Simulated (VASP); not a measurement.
Consider the following.

```yaml
crystal:
  lattice:
    - [0.00000, 2.60120, 2.60120]
    - [2.60120, 0.00000, 2.60120]
    - [2.60120, 2.60120, 0.00000]
  atoms:
    - { symbol: Zr, position: [0.00000, 0.00000, 0.00000] }
    - { symbol: O, position: [0.25000, 0.25000, 0.25000] }
    - { symbol: O, position: [0.75000, 0.75000, 0.75000] }
```

Level of theory: vdW-DF2, VASP's PBE PAW potentials (set 64) (plane waves; VASP). Numerical set-up: 520 eV cut-off, Gaussian smearing of 0.050 eV, potentials Zr_sv O.

**Question.** What does the run give for the band gap (along the path) with the smallest direct gap where there is one?

**Answer.** 
| Quantity | Result |
|---|---|
| band gap (along the path) | 3.25 eV |
| smallest direct gap (along the path) | 3.62 eV |

Only differences to runs with the same potentials and settings are physical.

The compound is ZrO2 in the fluorite structure, the high-temperature cubic form, which is unstable at 0 K; the monoclinic form is the stable one. It was relaxed first, which changed the volume by +7 %.
